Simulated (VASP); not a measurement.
Input:

```xyz
2
Lattice="0.0000 3.2897 3.2897 3.2897 0.0000 3.2897 3.2897 3.2897 0.0000" Properties=species:S:1:pos:R:3 pbc="T T T"
K      0.0000     0.0000     0.0000
Cl     3.2897     3.2897     3.2897
```

The numbers are results of RPBE GGA, VASP's PBE PAW potentials (set 64) (plane waves; VASP), not measurements. Settings: 520 eV cut-off, 6×6×6 Γ-centred mesh, Gaussian smearing of 0.050 eV, potentials K_sv Cl.

Task: What does the run give for the energy per atom (σ→0), band gap (on the k-mesh) with the smallest direct gap where there is one?

Result: 
The band gap (on the k-mesh) comes out as 5.09 eV, the smallest direct gap (on the k-mesh) is 5.09 eV and the energy per atom (σ→0) is -3.258 eV/atom.

Only differences to runs with the same potentials and settings are physical.

The compound is KCl in the rock salt structure. It was relaxed first, which changed the volume by +14 %. The start is the result of an earlier pass.
